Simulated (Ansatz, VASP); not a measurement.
**CaZnBr4: VASP beside Ansatz**

The input INCAR:

```
SYSTEM = CaZnBr4
PREC     = Accurate       ! precision mode
ENCUT    = 600            ! plane-wave cutoff, eV
EDIFF    = 1E-6           ! SCF threshold, eV
ISMEAR   = 0              ! smearing method
SIGMA    = 0.1            ! smearing width, eV
LREAL    = .FALSE.        ! projectors in reciprocal space
LASPH    = .TRUE.         ! aspherical terms in the spheres
NELM     = 100            ! most SCF steps
ALGO     = Normal         ! electronic algorithm
ISIF     = 3              ! what is computed and relaxed
LWAVE    = .FALSE.        ! write WAVECAR
LCHARG   = .FALSE.        ! write CHGCAR
GGA      = PE             ! functional
IBRION   = 2              ! ionic algorithm
NSW      = 100            ! ionic steps
EDIFFG   = -0.01          ! ionic threshold
```

The input KPOINTS:

```
regular mesh
0
G
  8 8 8
  0 0 0
```

File POSCAR:

```
CaZnBr4
1.0
    0.0000000000      4.5188841062      4.5188841062
    4.5188841062      0.0000000000      4.5188841062
    4.5188841062      4.5188841062      0.0000000000
Ca Zn Br
1 1 4
Direct
    0.0000000000      0.0000000000      0.0000000000
    0.2500000000      0.2500000000      0.2500000000
    0.6253664383      0.1239006851      0.6253664383
    0.6253664383      0.6253664383      0.6253664383
    0.1239006851      0.6253664383      0.6253664383
    0.6253664383      0.6253664383      0.1239006851
```

Input for Ansatz:

```yaml
crystal:
  lattice:
    - [0.0, 4.5188841062, 4.5188841062]
    - [4.5188841062, 0.0, 4.5188841062]
    - [4.5188841062, 4.5188841062, 0.0]
  atoms:
    - { symbol: Ca, position: [0.0, 0.0, 0.0] }
    - { symbol: Zn, position: [0.25, 0.25, 0.25] }
    - { symbol: Br, position: [0.6253664383, 0.1239006851, 0.6253664383] }
    - { symbol: Br, position: [0.6253664383, 0.6253664383, 0.6253664383] }
    - { symbol: Br, position: [0.1239006851, 0.6253664383, 0.6253664383] }
    - { symbol: Br, position: [0.6253664383, 0.6253664383, 0.1239006851] }
basis:
  ecutwfc: 420
kpoints:
  mp_grid: { grid: [8, 8, 8] }
hamiltonian:
  xc: pbe
scf:
  occupations: { method: gaussian, width: 0.1 }
output:
  forces: true
  stress: true
  eigenvalues: true
relax:
  adjacent_minimum: "off"
  f_tol: 0.01
  max_steps: 80
  cell: { stress_tol: 0.05 }
```

Change from the starting cell: species swapped into the YbCdNi4 type (F-43m, No. 216).

Alike in both runs: task relaxation of cell and atoms; functional PBE; k mesh 8 × 8 × 8; occupations gaussian, width 0.1 eV; no spin polarisation.

|  | VASP | Ansatz |
| --- | --- | --- |
| version | VASP 6.6.1 | Ansatz 0.2.0 |
| potentials or method | VASP PAW PBE potentials, release 64 (Ca_sv, Zn, Br) | scalar-relativistic, plane waves, PAW |
| plane-wave cutoff (eV) | 600 | 420 |
| valence electrons in the cell | 50 | 50 |

|  | VASP | Ansatz | Ansatz less VASP |
| --- | --- | --- | --- |
| gap on the k mesh at the Fermi level, each at its own relaxed structure (eV) | none | none | - |
| relaxed volume (Å³/atom) | 30.76 | 30.76 | 0.000 |
| relaxed cell length with the largest relative difference (Å) | 6.391 | 6.391 | 0.0000 |

A gap of «none» marks a metal or a gap that the smearing closes.

Caveats: the relaxation stopped at its first step, so nothing moved.
